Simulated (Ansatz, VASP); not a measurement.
# Cross-check of Ni9S (Ni(110)-(2x1)-S added row) between VASP and Ansatz, part 3 of 3

One calculation is typed for both programs; each brings its own data sets. How far apart do they land? Of the first pair: The structure shown is the start of the Ansatz relaxation below; VASP solves that cell, so the two are compared at the walk's first step.

VASP 6.6.1 and Ansatz 0.2.0.

So far: Starting point; Ansatz: relaxation, LDA; VASP: single point, LDA, start cell, pair 1; Comparison.

### Step 6. VASP: single point, LDA, relaxed cell, pair 2

Level of this step: LDA, spin-polarised from a ferromagnetic start; plane waves and PAW (Ni, S) (VASP).

The same cell, functional (in two slightly different forms), mesh and smearing now go to VASP, with its own data sets.

Input file INCAR:

```
SYSTEM = Ni9S
PREC = Accurate
ENCUT = 520
EDIFF = 1E-06
NELM = 200
ISMEAR = -1
SIGMA = 0.1
LREAL = .FALSE.
ALGO = Normal
GGA = PW92
NBANDS = 67
ISPIN = 2
MAGMOM = 0.7 0.76 0.6 0.6 0.59 0.61 0.35 0.35 0.1 0.02
LASPH = .TRUE.
LMAXMIX = 4
LORBIT = 11
LWAVE = .FALSE.
LCHARG = .FALSE.
ISIF = 2
LDIPOL = .TRUE.
IDIPOL = 3
DIPOL = 0.5 0.5 0.478
LVHAR = .TRUE.
GGA_COMPAT = .FALSE.
NELMDL = -8
KPAR = 2
```

Input file POSCAR:

```
Ni9S
1.0
    3.5200000000      0.0000000000      0.0000000000
    0.0000000000      4.9780317396      0.0000000000
    0.0000000000      0.0000000000     22.8780317396
Ni S
9 1
Direct
    0.0000000000      0.0000000000      0.3715354580
    0.0000000000      0.5000000000      0.3715354580
    0.5000000000      0.2500000000      0.4259329669
    0.5000000000      0.7500000000      0.4259329669
    0.0000000000      0.0000000000      0.4715931324
    0.0000000000      0.5000000000      0.4774397806
    0.5000000000      0.2587950320      0.5297892431
    0.5000000000      0.7412049680      0.5297892431
    0.0000000000      0.0000000000      0.5705241984
    0.5000000000      0.0000000000      0.6119093325
```

Input file KPOINTS:

```
Automatic mesh
0
Gamma
8 6 1
0 0 0
```

Potentials, in the order of the species: Ni and S (LDA family, release 64).

Run with:

```sh
> mpirun -np 2 vasp_std
```

Numbers of over 12 decimals in the logs are rounded to 6 here.

The log of the run:

```text
[banner, memory and clock lines left out]
running    2 mpi-ranks, on    1 nodes
[...]
[... a notice as in an earlier step ...]

 LDA part: xc-table for (Slater(with rela. corr.)+PW92), standard interpolation
 POSCAR, INCAR and KPOINTS ok, starting setup
[...]
entering main loop
       N       E                     dE             d eps       ncg     rms          rms(c)
DAV:   1     0.706602860098E+03    0.70660E+03   -0.40399E+04  5360   0.139E+03
DAV:   2     0.759276786057E+00   -0.70584E+03   -0.66754E+03  5410   0.326E+02
DAV:   3    -0.658489074969E+02   -0.66608E+02   -0.62612E+02  6177   0.133E+02
DAV:   4    -0.688086664894E+02   -0.29598E+01   -0.29149E+01  5997   0.270E+01
[...]
DAV:  47    -0.597198940813E+02   -0.11510E-05   -0.59187E-08  3657   0.192E-03    0.153E-03
DAV:  48    -0.597198952057E+02   -0.11244E-05   -0.37445E-08  3570   0.145E-03    0.110E-03
DAV:  49    -0.597198957072E+02   -0.50150E-06   -0.31014E-08  3618   0.172E-03
   1 F= -.59719896E+02 E0= -.59435195E+02  d E =-.569402E+00  mag=     4.3947
```

From OUTCAR (step 6):

```text
  Total       -3.2765977    -11.2742383     -2.2536865      0.0000000      0.0000000      0.0000000
  in kB      -13.0952779    -45.0587158     -9.0071024      0.0000000      0.0000000      0.0000000
  external PRESSURE =     -22.3870320 kB  Pullay stress =       0.0000000 kB

 POSITION                                       TOTAL-FORCE (eV/Angst)
 -----------------------------------------------------------------------------------
      0.00000      0.00000      8.50000         0.000000      0.000000      0.581138
      0.00000      2.48902      8.50000         0.000000      0.000000      1.140595
      1.76000      1.24451      9.74451         0.000000      0.176983     -0.848852
      1.76000      3.73352      9.74451         0.000000     -0.176983     -0.848852
      0.00000      0.00000     10.78912         0.000000      0.000000     -0.002568
      0.00000      2.48902     10.92288         0.000000      0.000000     -0.006701
      1.76000      1.28829     12.12054         0.000000     -0.018120      0.014648
      1.76000      3.68974     12.12054         0.000000      0.018120      0.014648
      0.00000      0.00000     13.05247         0.000000      0.000000     -0.037196
      1.76000      0.00000     13.99928         0.000000      0.000000     -0.006860
 -----------------------------------------------------------------------------------
    total drift:                                0.000000     -0.000000      0.000582

  FREE ENERGIE OF THE ION-ELECTRON SYSTEM (eV)
  ---------------------------------------------------
  free  energy   TOTEN  =       -59.7198957072 eV

  energy  without entropy=      -59.1504938516  energy(sigma->0) =      -59.43519478

 magnetization (x)
# of ion       s       p       d       tot
------------------------------------------
    1        0.001  -0.009   0.683   0.675
    2        0.003  -0.006   0.736   0.732
    3       -0.005  -0.016   0.581   0.560
    4       -0.005  -0.016   0.581   0.560
    5       -0.006  -0.014   0.561   0.541
    6       -0.001  -0.013   0.580   0.566
    7       -0.003  -0.009   0.336   0.323
    8       -0.003  -0.009   0.336   0.323
    9       -0.000  -0.006   0.092   0.086
   10        0.000   0.018   0.000   0.018
--------------------------------------------------
tot         -0.019  -0.082   4.486   4.384

[... 2 parts as in an earlier step ...]

[... 1 further part left out ...]
[key lines of the parts left out:]
E-fermi :  -1.0736
```

### Step 7. Differences

What differs besides the data sets and the points named for the pairs above, as far as they apply: the data sets hold 168 valence electrons in Ansatz (on its default PAW (the set named soft_2) files) and 96 in VASP; site moments are counted in spheres of each program's own size. Total energies have different zeros and are not compared.

Both answers:

| quantity | Ansatz | VASP | difference |
| --- | --- | --- | --- |
| total moment (μB) | 4.56 | 4.39 | +0.17 |
| moment on Ni2 (μB) | 0.76 | 0.73 | +0.03 |
| moment on Ni1 (μB) | 0.70 | 0.68 | +0.03 |
| moment on Ni6 (μB) | 0.61 | 0.57 | +0.04 |
| moment on Ni3 (μB) | 0.60 | 0.56 | +0.04 |
| moment on Ni4 (μB) | 0.60 | 0.56 | +0.04 |
| moment on Ni5 (μB) | 0.59 | 0.54 | +0.05 |
| moment on Ni7 (μB) | 0.35 | 0.32 | +0.03 |
| moment on Ni8 (μB) | 0.35 | 0.32 | +0.03 |
| work function, lower of the two faces (eV) | 4.83 | 4.81 | +0.02 |
| work function, higher of the two faces (eV) | 5.24 | 5.24 | 0.00 |

Forces (eV/Å; atoms numbered as in POSCAR):

| atom | Ansatz x, y, z | VASP x, y, z |
| --- | --- | --- |
| Ni1 | 0.000, 0.000, 0.583 | 0.000, 0.000, 0.581 |
| Ni2 | 0.000, 0.000, 1.148 | 0.000, 0.000, 1.141 |
| Ni3 | 0.000, 0.181, -0.873 | 0.000, 0.177, -0.849 |
| Ni4 | 0.000, -0.181, -0.873 | 0.000, -0.177, -0.849 |
| Ni5 | 0.000, 0.000, 0.007 | 0.000, 0.000, -0.003 |
| Ni6 | 0.000, 0.000, 0.000 | 0.000, 0.000, -0.007 |
| Ni7 | 0.000, -0.015, 0.003 | 0.000, -0.018, 0.015 |
| Ni8 | 0.000, 0.015, 0.003 | 0.000, 0.018, 0.015 |
| Ni9 | 0.000, 0.000, 0.001 | 0.000, 0.000, -0.037 |
| S10 | 0.000, 0.000, 0.001 | 0.000, 0.000, -0.007 |

The forces differ by 10 meV/Å r.m.s., which is 3.2 % of the r.m.s. force of 0.324 eV/Å (both taken over all components). With vacuum in the cell, a pressure given here is an average over mostly empty space and none of the material.

### Step 8. Summary of results

```yaml
r_m_s_force_difference_single_point_lda_start_cell_pair_1: 1.8 % of the r.m.s. force
r_m_s_force_difference_single_point_lda_relaxed_cell_pair_2: 3.2 % of the r.m.s. force
```

What this shows: The r.m.s. force difference is 3.2 % of the r.m.s. force (single point, LDA, relaxed cell, pair 2), beyond the 3 % picked in this series as the mark of a large difference. The data sets hold unlike numbers of valence electrons (168 in Ansatz and 96 in VASP), so part of the differences comes from the potentials. How closely two codes agree says nothing of how well the functional describes the real material.

[Lines on the potential files, build, host, timing and source positions are cut from VASP's logs without a mark.]

[Logs are printed without paths, hosts, clocks, repeated set-up lines and the standing remarks that a program may print on its own settings, such as how far it seeks lower states.]

[Hosts, paths, dates, database ids (printed as entryN), source tags and the programs' standing remarks are cut or masked in the printed files.]
